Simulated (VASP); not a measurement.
The system is GaAs.

```
Ga As
1.0
     0.00000    2.82685    2.82685
     2.82685    0.00000    2.82685
     2.82685    2.82685    0.00000
Ga As
1 1
Direct
  0.00000 0.00000 0.00000
  0.25000 0.25000 0.25000
```

```yaml
Program: VASP 6.6.1
Task: relaxation of cell and atoms
Functional: PBE
Potentials_or_basis: VASP PAW PBE potentials, release 64 (Ga_d, As)
Cutoff: 350 eV
k_mesh: 10 × 10 × 10
Occupations: gaussian, width 0.02 eV
Spin: no spin polarisation
```

At the start: pressure 3.3 GPa; volume 22.59 Å³/atom.

**Question.** How do energy, volume and symmetry change on relaxing?

**Answer.** Over 3 steps the energy falls by 11.3 meV/atom and the volume is 23.73 Å³/atom (+5.1 %); space group F-43m (No. 216, to 0.05 Å).

Step by step:
| step | energy change (eV) | largest force (eV/Å) | pressure (GPa) | volume (Å³) |
| --- | --- | --- | --- | --- |
| 1 | 0.0000 | 0.0000 | 3.34 | 45.18 |
| 2 | -0.0198 | 0.0000 | -1.02 | 48.33 |
| 3 | -0.0227 | 0.0000 | 0.00 | 47.46 |

Final structure:
```
Ga As
1.0
     0.00000    2.87368    2.87368
     2.87368    0.00000    2.87368
     2.87368    2.87368    0.00000
Ga As
1 1
Direct
  0.00000 0.00000 0.00000
  0.25000 0.25000 0.25000
```

Caveat: the cutoff is under 1.25 times the usual one of these potentials, so pressure, stress and relaxed cells hold a basis-set (Pulay) error.
